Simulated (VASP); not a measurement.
Method: r2SCAN meta-GGA, VASP's PBE PAW potentials (set 64) (plane waves; VASP).

Input for VASP

**KPOINTS**
```
Automatic mesh
0
Gamma
  6 6 3
0 0 0
```

**INCAR**
```
SYSTEM = MgI2
PREC = Accurate
ENCUT = 400
EDIFF = 1E-6
NELM = 100
ALGO = Normal
LREAL = .FALSE.
LASPH = .TRUE.
ISMEAR = 0
SIGMA = 0.05
METAGGA = R2SCAN
LMIXTAU = .TRUE.
LMAXMIX = 4
LWAVE = .FALSE.
LCHARG = .FALSE.
IBRION = 2
ISIF = 3
NSW = 60
EDIFFG = -0.02
```

POSCAR:
```
MgI2
1.0
  2.0897831987  -3.6196102423   0.0000000000
  2.0897831987   3.6196102423   0.0000000000
  0.0000000000   0.0000000000   7.1545389457
Mg I
1 2
Direct
  0.0000000000   0.0000000000   0.0000000000
  0.3333330000   0.6666670000   0.2328399473
  0.6666670000   0.3333330000   0.7671600527
```

POTCAR, in this order: Mg I (PBE.64 set). Program: vasp_std.

Problem. What will the output report for the number of irreducible k-points (NKPTS), number of bands (NBANDS), largest plane-wave count, number of space-group operations, FFT grid (NGX, NGY, NGZ)?

Solution. 
The number of irreducible k-points (NKPTS) is 17 and the number of bands (NBANDS) is 12. The largest plane-wave count comes out as 1984 and the number of space-group operations comes out as 12. The FFT grid (NGX, NGY, NGZ) comes out as 28 × 28 × 48.

The compound is MgI2 in the 1T layered structure. It was relaxed first, which changed the volume by +6 %. The start is the result of an earlier pass.
